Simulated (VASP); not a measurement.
Output of a VASP run:

OSZICAR:
```
...
DAV:   3    -0.285135716730E+02    0.37392E-03   -0.98218E-04  2832   0.247E-01    0.426E-02
DAV:   4    -0.285135599819E+02    0.11691E-04   -0.90749E-05  2850   0.775E-02    0.239E-02
DAV:   5    -0.285135595399E+02    0.44205E-06   -0.55860E-06  2360   0.206E-02
  20 F= -.28513560E+02 E0= -.28483042E+02  d E =-.227411E-02
       N       E                     dE             d eps       ncg     rms          rms(c)
DAV:   1    -0.285183796715E+02   -0.48197E-02   -0.86600E-01  2128   0.632E+00    0.440E-01
DAV:   2    -0.285152729213E+02    0.31068E-02   -0.29741E-02  3168   0.151E+00    0.228E-01
DAV:   3    -0.285137512594E+02    0.15217E-02   -0.39375E-03  2812   0.495E-01    0.850E-02
DAV:   4    -0.285137044876E+02    0.46772E-04   -0.36462E-04  2868   0.155E-01    0.472E-02
DAV:   5    -0.285137026013E+02    0.18863E-05   -0.22524E-05  2768   0.414E-02    0.250E-02
DAV:   6    -0.285137034500E+02   -0.84870E-06   -0.55208E-06  2394   0.179E-02
  21 F= -.28513703E+02 E0= -.28483817E+02  d E =-.241802E-02
       N       E                     dE             d eps       ncg     rms          rms(c)
DAV:   1    -0.285152543037E+02   -0.15517E-02   -0.19781E-01  2128   0.302E+00    0.212E-01
DAV:   2    -0.285145144136E+02    0.73989E-03   -0.67925E-03  3144   0.717E-01    0.109E-01
DAV:   3    -0.285141586332E+02    0.35578E-03   -0.93046E-04  2828   0.240E-01    0.396E-02
DAV:   4    -0.285141495288E+02    0.91044E-05   -0.82530E-05  2850   0.740E-02    0.223E-02
DAV:   5    -0.285141487485E+02    0.78031E-06   -0.48490E-06  2330   0.193E-02
  22 F= -.28514149E+02 E0= -.28483993E+02  d E =-.286331E-02
       N       E                     dE             d eps       ncg     rms          rms(c)
DAV:   1    -0.285150110695E+02   -0.86154E-03   -0.32218E-02  2194   0.189E+00    0.242E-01
DAV:   2    -0.285143282548E+02    0.68281E-03   -0.32578E-03  2766   0.634E-01    0.759E-02
DAV:   3    -0.285142394009E+02    0.88854E-04   -0.22846E-04  2938   0.130E-01    0.454E-02
DAV:   4    -0.285142158995E+02    0.23501E-04   -0.11593E-04  2636   0.781E-02    0.111E-02
DAV:   5    -0.285142164973E+02   -0.59784E-06   -0.50878E-06  2416   0.191E-02
  23 F= -.28514216E+02 E0= -.28484244E+02  d E =-.677488E-04
       N       E                     dE             d eps       ncg     rms          rms(c)
DAV:   1    -0.285143419562E+02   -0.12606E-03   -0.38367E-03  2194   0.649E-01    0.833E-02
DAV:   2    -0.285142604983E+02    0.81458E-04   -0.38562E-04  2768   0.218E-01    0.266E-02
DAV:   3    -0.285142493659E+02    0.11132E-04   -0.27132E-05  2942   0.447E-02    0.159E-02
DAV:   4    -0.285142454560E+02    0.39099E-05   -0.13753E-05  2628   0.273E-02    0.368E-03
DAV:   5    -0.285142452298E+02    0.22617E-06   -0.52421E-07  1090   0.652E-03
  24 F= -.28514245E+02 E0= -.28484210E+02  d E =-.964813E-04
       N       E                     dE             d eps       ncg     rms          rms(c)
DAV:   1    -0.285143204020E+02   -0.74946E-04   -0.61321E-03  2136   0.550E-01    0.475E-02
DAV:   2    -0.285142977613E+02    0.22641E-04   -0.25064E-04  2970   0.126E-01    0.214E-02
DAV:   3    -0.285142911185E+02    0.66428E-05   -0.14468E-05  2802   0.314E-02    0.113E-02
DAV:   4    -0.285142892008E+02    0.19177E-05   -0.54794E-06  2214   0.174E-02    0.281E-03
DAV:   5    -0.285142891228E+02    0.77947E-07   -0.38119E-07  1108   0.589E-03
  25 F= -.28514289E+02 E0= -.28484277E+02  d E =-.438930E-04
```

OUTCAR:
```
------------------------ aborting loop because EDIFF is reached ----------------------------------------
  FORCE on cell =-STRESS in cart. coord.  units (eV):
  Direction    XX          YY          ZZ          XY          YZ          ZX
  --------------------------------------------------------------------------------------
  Total        0.0193182      0.0193182      0.0073817      0.0000000      0.0000000      0.0000000
  in kB        0.5396723      0.5396723      0.2062153      0.0000000      0.0000000      0.0000000
  external PRESSURE =       0.4285200 kB  Pullay stress =       0.0000000 kB
  volume of cell :       57.35
      direct lattice vectors                 reciprocal lattice vectors
    -1.717963854  1.717963854  4.858019560     0.000000000  0.291042212  0.102922599
     1.717963854 -1.717963854  4.858019560     0.291042212  0.000000000  0.102922599
     1.717963854  1.717963854 -4.858019560     0.291042212  0.291042212  0.000000000
 POSITION                                       TOTAL-FORCE (eV/Angst)
 -----------------------------------------------------------------------------------
      0.00000      0.00000      7.25618        -0.000000     -0.000000      0.006414
      1.71796      0.00000      4.82717         0.000000      0.000000      0.006414
      0.00000      0.00000      1.64371         0.000000     -0.000000     -0.006414
     -0.00000      1.71796      4.07272        -0.000000      0.000000     -0.006414
 -----------------------------------------------------------------------------------
    total drift:                                0.000001      0.000001      0.000086
  FREE ENERGIE OF THE ION-ELECTRON SYSTEM (eV)
  ---------------------------------------------------
  free  energy   TOTEN  =       -28.5142891228 eV

  energy  without entropy=      -28.4542657407  energy(sigma->0) =      -28.48427743

 reached required accuracy - stopping structural energy minimisation
```
(Selected blocks of OUTCAR.)

### POSCAR
```
PIr
1
   -1.5645920000     1.5645920000     5.2969380000
    1.5645920000    -1.5645920000     5.2969380000
    1.5645920000     1.5645920000    -5.2969380000
Ir P
2 2
Direct
  0.7500000000   0.7500000000   0.0000000000
  0.5000000000   0.0000000000   0.5000000000
  0.1660000000   0.1660000000   0.0000000000
  0.9160000000   0.4160000000   0.5000000000
```

Problem. Write an INCAR and KPOINTS that could have produced this output.

Solution. Several could match; the one computed here: the input of the run itself, PBE GGA, plane waves, VASP's PBE PAW potentials (set 64).

KPOINTS:
```
Automatic mesh
0
Gamma
8 8 8
0 0 0
```

**INCAR**
```
! general
SYSTEM   =  PIr
PREC     =  Accurate
ENCUT    =  300
LREAL    =  .FALSE.   ! projection in real space or not
LASPH    =  .TRUE.

! electronic loop
EDIFF    =  1E-6   ! SCF stop (eV)
NELM     =  100   ! most electronic steps
ALGO     =  Normal   ! blocked Davidson
LMAXMIX  =  6   ! l cut-off of mixed one-centre charges

! smearing
ISMEAR   =  -1
SIGMA    =  0.1   ! width (eV)

! functional
GGA      =  PE   ! PBE

! ions
IBRION   =  2
NSW      =  50
ISIF     =  3
EDIFFG   =  -0.01

! output
LWAVE    =  .FALSE.
LCHARG   =  .FALSE.
```

POTCAR, in this order: Ir P (PBE.64 set). Program: vasp_std.

At this cut-off the stress carries a Pulay error, which pulls relaxed volumes low. Energy and stress use the plane-wave basis of the starting cell.

The structure was generated: PIr was put into an ordered model structure, which need not be its known phase. This run relaxes it. Symmetry was kept, so distortions that lower it aren't found. The k-mesh is coarse (spacing up to 0.32 per Å, 2π included), so the numbers may not be converged in it. The run is one of a series of settings (EDIFFG = -0.01, IBRION = 2, ISIF = 3, NSW = 50 against the base run), some of them coarse on purpose.
